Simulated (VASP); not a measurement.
Consider the following.

```
CELL_PARAMETERS angstrom
      0.00000     3.12806     3.12806
      3.12806     0.00000     3.12806
     12.50669    12.50669     0.00554
ATOMIC_POSITIONS crystal
  In 0.00186 0.00186 0.99860
  Sb 0.23760 0.23760 0.07180
  Sb 0.24662 0.24662 0.31504
  Sb 0.25374 0.25374 0.55970
  Sb 0.26171 0.26171 0.80371
  Al 0.99215 0.99215 0.25589
  Al 0.99959 0.99959 0.50030
  Al 0.00673 0.00673 0.74495
```

Method: PBEsol GGA, VASP's PBE PAW potentials (set 64) (plane waves; VASP 6.6.1). Settings: 400 eV cut-off, Gaussian smearing of 0.050 eV, potentials In_d Sb Al.

Unless said otherwise, spin-orbit coupling is left out, though it shifts the bands of the heavy elements here.

Task: Predict the band gap (along the path) with the smallest direct gap where there is one.

Result: 
```json
{
 "band gap (along the path)": "0.78 eV",
 "smallest direct gap (along the path)": "0.78 eV"
}
```

Total energies compare only between runs with the same potentials, cut-off and functional.

The structure was generated: Al3InSb4 was put into an ordered model structure (R3m), which need not be its known phase. It was relaxed first.
